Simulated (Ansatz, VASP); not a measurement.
# Cross-check of AlNi between VASP and Ansatz, part 2 of 2

Aim: how closely do two programs agree when they are given the same cell, functional and k mesh? The cell is taken from a series of runs on this material, whose earlier steps may have relaxed, scaled, displaced or heated it; both programs get it as it stands.

VASP 6.6.1 and Ansatz 0.2.0.

So far: Set-up; VASP: zone-centre phonons, PBEsol, pair 1; Ansatz: zone-centre phonons, PBEsol, pair 1; Differences.

### Step 5. VASP: zone-centre phonons, PBEsol, pair 2

Level of this step: PBEsol, no spin polarisation; plane waves and PAW (Al, Ni) (VASP).

Second derivatives magnify differences that forces hide, and they need a tight electronic threshold. The cell compared in this pair holds 21.56 Å³, against 21.09 Å³ for the pair before.

File INCAR:

```
SYSTEM = AlNi
PREC = Accurate
ENCUT = 600
EDIFF = 1E-08
NELM = 120
ISMEAR = 1
SIGMA = 0.2
LREAL = .FALSE.
ALGO = Normal
GGA = PS
NBANDS = 12
LASPH = .TRUE.
LORBIT = 11
LWAVE = .FALSE.
LCHARG = .FALSE.
ISIF = 2
IBRION = 8
GGA_COMPAT = .FALSE.
KPAR = 2
```

File POSCAR:

```
AlNi
1.0
    2.7832954600      0.0000000000      0.0000000000
    0.0000000000      2.7832954600      0.0000000000
    0.0000000000      0.0000000000      2.7832954600
Al Ni
1 1
Direct
    0.0000000000      0.0000000000      0.0000000000
    0.5000000000      0.5000000000      0.5000000000
```

File KPOINTS:

```
Automatic mesh
0
Gamma
16 16 16
0 0 0
```

PAW data sets: Al and Ni (PBE family, release 64).

Run with:

```bash
$ mpirun -np 2 vasp_std
```

Numbers of over 12 decimals in the logs are rounded to 6 here.

Output:

```text
[banner, memory and clock lines left out]
running    2 mpi-ranks, on    1 nodes
[...]
[... a notice as in an earlier step ...]

 LDA part: xc-table for (Slater+PW92), standard interpolation
 POSCAR, INCAR and KPOINTS ok, starting setup
[...]
entering main loop
       N       E                     dE             d eps       ncg     rms          rms(c)
DAV:   1     0.434604108227E+02    0.43460E+02   -0.62615E+03  4036   0.132E+03
DAV:   2    -0.113920573475E+02   -0.54852E+02   -0.50647E+02  4080   0.209E+02
DAV:   3    -0.131926582569E+02   -0.18006E+01   -0.17805E+01  4728   0.435E+01
DAV:   4    -0.132178354539E+02   -0.25177E-01   -0.25166E-01  4420   0.465E+00
[...]
DAV:  14    -0.114903420397E+02    0.19586E-07   -0.17339E-08  2804   0.122E-03    0.573E-04
DAV:  15    -0.114903420612E+02   -0.21587E-07   -0.39176E-09  2336   0.102E-03    0.171E-04
DAV:  16    -0.114903420687E+02   -0.74790E-08   -0.11171E-09  2192   0.312E-04
   1 F= -.11490342E+02 E0= -.11490644E+02  d E =0.904450E-03
[...]
RMM:  10    -0.579726499230E-02    0.24382E-07    0.81116E-10 17160   0.295E-05    0.971E-06
RMM:  11    -0.579727594662E-02   -0.10954E-07   -0.39950E-11 16852   0.111E-05    0.247E-06
RMM:  12    -0.579727453874E-02    0.14079E-08   -0.13497E-11 16208   0.433E-06    0.276E-07
 first order change of Fermi-energy  -0.87580E-04
 force on displaced ion       1 direction 1 :  -8.532  -0.000  -0.000
 Linear response progress:
  Degree of freedom:   2/  2
       N       E                     dE             d eps       ncg     rms          rms(c)
RMM:   1    -0.186344083514E+00   -0.18634E+00   -0.96878E-02 14214   0.268E+00
RMM:   2    -0.184933430837E+00    0.14107E-02   -0.17935E-03 14509   0.514E-01    0.142E-01
RMM:   3    -0.184904155836E+00    0.29275E-04   -0.13146E-04 15436   0.101E-01    0.844E-02
RMM:   4    -0.185364006334E+00   -0.45985E-03   -0.22186E-04 16572   0.118E-01    0.625E-03
[...]
RMM:  10    -0.185313329719E+00    0.43404E-06    0.13026E-10 17754   0.684E-05    0.788E-06
RMM:  11    -0.185313361688E+00   -0.31969E-07   -0.40116E-10 17655   0.245E-05    0.165E-06
RMM:  12    -0.185313371439E+00   -0.97510E-08   -0.24195E-10 17831   0.112E-05    0.132E-06
 first order change of Fermi-energy   0.25851E-02
 force on displaced ion       2 direction 1 :  -8.529  -0.000  -0.000
 Linear response finished
```

From OUTCAR (step 5):

```text
  Total        2.3492583      2.3492583      2.3492583      0.0000000      0.0000000     -0.0000000
  in kB      174.5675128    174.5675128    174.5675128      0.0000000      0.0000000     -0.0000000
  external PRESSURE =     174.5675128 kB  Pullay stress =       0.0000000 kB

 POSITION                                       TOTAL-FORCE (eV/Angst)
 -----------------------------------------------------------------------------------
      0.00000      0.00000      0.00000         0.000000      0.000000      0.000000
      1.39165      1.39165      1.39165         0.000000      0.000000      0.000000
 -----------------------------------------------------------------------------------
    total drift:                                0.000000      0.000000     -0.000000

[... 1 part as in an earlier step ...]

[... 1 further part left out ...]
```

### Step 6. Ansatz: zone-centre phonons, PBEsol, pair 2

The same cell, functional, mesh and smearing now go to Ansatz, which takes its cutoff from its data sets.

The cell is taken from a series of runs on this material, whose earlier steps may have relaxed, scaled, displaced or heated it; both programs get it as it stands.

File input.yaml:

```yaml
crystal:
  lattice:
    - [2.78329546, 0.0, 0.0]
    - [0.0, 2.78329546, 0.0]
    - [0.0, 0.0, 2.78329546]
  atoms:
    - { symbol: Al, position: [0.0, 0.0, 0.0] }
    - { symbol: Ni, position: [0.5, 0.5, 0.5] }
kpoints:
  mp_grid: { grid: [16, 16, 16] }
hamiltonian:
  xc: pbesol
  pseudopotentials: { kind: paw, azcp: { folder: soft_1 }, xc_functional: pbe }
scf:
  occupations: { method: methfessel_paxton, width: 0.2 }
output:
  eigenvalues: true
phonons:
  method: dfpt
```

Run with:

```bash
$ ansatz run input.yaml --threads 4 --pin off --max-ram 10240MiB --backend cpu --events-out ev --progress --plain --runs-dir out
```

Output:

```text
[...]
Crystal: 2 atoms, lattice volume = 21.561 Å³
Basis set: ecut = 420 eV, 437 PW (Γ), exchange–correlation on 40×40×40 points (8 copies of the dense FFT grid, shifted against one another)
Bands: 15, of which v1, the nominal top of the filled ones, is band 11 counted from 1 (10 counted from 0)
Symmetry: 48 space group operations
k-points: 405 of 4096 (irreducible under 8 space group operations, time reversal used)
[...]
k-point 2: bands = [... 7 lower, 13.6893, 13.6893, 13.8421, 19.1944, 21.9086, 21.9086, 24.0258, 26.0946]
  k-point 404: bands = [... 7 lower, 14.4792, 14.4792, 17.4349, 17.4349, 17.4349, 20.2509, 20.5373, 20.5373]
[...]
ASR residual: 1.009e-5 → 0.000e0 eV/Å²; symmetrization residual: 9.050e-7 eV/Å²
  ASR residual per site (eV/Å²): 1.01e-5 5.80e-6
  Γ frequencies (cm⁻¹): 0.00 0.00 0.00 352.80 352.80 352.80
[...]
[key lines of the parts left out:]
SCF converged after 9 iterations
Free energy (F): -6330.780650 eV
Fermi energy:    15.575479 eV
```

### Step 7. Differences

What differs besides the data sets and the points named for the pairs above, as far as they apply: the data sets hold 21 valence electrons in Ansatz (on its PAW soft_1 files) and 13 in VASP. Total energies have different zeros and are not compared.

Compared:

| quantity | Ansatz | VASP | difference |
| --- | --- | --- | --- |
| optical mode 1 to 3 (cm⁻¹) | 352.8 | 354.3 | -0.41 % |

Modes are paired by rising frequency, not by their patterns, so a pair may set unlike modes beside each other; they are those without the splitting of longitudinal modes.

### Step 8. Results

```json
{
  "r.m.s. difference of the optical zone-centre modes, each program's sorted by frequency (zone-centre phonons, PBEsol, pair 1)": "1.5 cm⁻¹",
  "r.m.s. difference of the optical zone-centre modes, each program's sorted by frequency (zone-centre phonons, PBEsol, pair 2)": "1.5 cm⁻¹"
}
```

What this shows: The r.m.s. difference of the optical zone-centre modes, each program's sorted by frequency is 1.5 cm⁻¹ (zone-centre phonons, PBEsol, pair 1). The data sets hold unlike numbers of valence electrons (21 in Ansatz and 13 in VASP), so part of the differences comes from the potentials. Such differences can come from data sets, numerical settings and the points named under the comparisons, not from the functional's error against experiment.

[Lines on the potential files, build, host, timing and source positions are cut from VASP's logs without a mark.]

[Logs are printed without paths, hosts, clocks, repeated set-up lines and the standing remarks that a program may print on its own settings, such as how far it seeks lower states.]

[Hosts, paths, dates, database ids (printed as entryN), source tags and the programs' standing remarks are cut or masked in the printed files.]
